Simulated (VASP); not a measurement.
Consider the following.

```xyz
4
Lattice="2.2888 -3.4077 0.0000 2.2888 3.4077 0.0000 0.0000 0.0000 8.9101" Properties=species:S:1:pos:R:3 pbc="T T T"
Br     3.9414     0.0000     7.9211
Br     2.9251     0.0000     3.4660
Br     1.6525     0.0000     5.4441
Br     0.6363     0.0000     0.9890
```

All values below come from PBE GGA, VASP's PBE PAW potentials (set 64) (plane waves; VASP). Settings: 300 eV cut-off, 5×5×2 Γ-centred mesh, Fermi-Dirac smearing of 0.020 eV, potentials Br.

Q: Give the energies of bands 5 to 17 at the high-symmetry points, in eV from the valence-band maximum.

A: 
```tsv
band	Γ	Y	F0	Z	B0	T	S	R
5	-4.69	-4.49	-4.53	-4.27	-4.33	-4.25	-4.54	-4.38
6	-3.70	-3.92	-4.21	-4.27	-4.33	-4.25	-4.54	-4.38
7	-1.92	-3.38	-3.08	-1.69	-2.83	-3.11	-2.71	-3.12
8	-1.91	-2.69	-2.56	-1.69	-2.83	-3.11	-2.71	-3.12
9	-1.49	-2.32	-2.46	-1.46	-2.58	-2.03	-1.81	-1.86
10	-1.42	-2.08	-2.31	-1.46	-2.58	-2.03	-1.81	-1.86
11	-0.91	-1.32	-1.10	-0.83	-0.54	-0.92	-0.84	-0.53
12	-0.39	-1.10	-0.81	-0.83	-0.54	-0.92	-0.84	-0.53
13	-0.05	-0.45	-0.39	-0.03	-0.46	-0.64	-0.25	0.00
14	-0.02	-0.09	-0.08	-0.03	-0.46	-0.64	-0.25	0.00
15	1.58	1.62	1.85	1.87	1.97	1.78	2.28	1.97
16	2.38	2.10	2.14	1.87	1.97	1.78	2.28	1.97
17	6.02	7.35	8.06	6.69	8.62	8.05	7.25	7.55
```

The gap is indirect, 1.58 eV, from the valence maximum at R to the conduction minimum at Γ.

The structure is a typed Br crystal. The cell was not relaxed at this level.
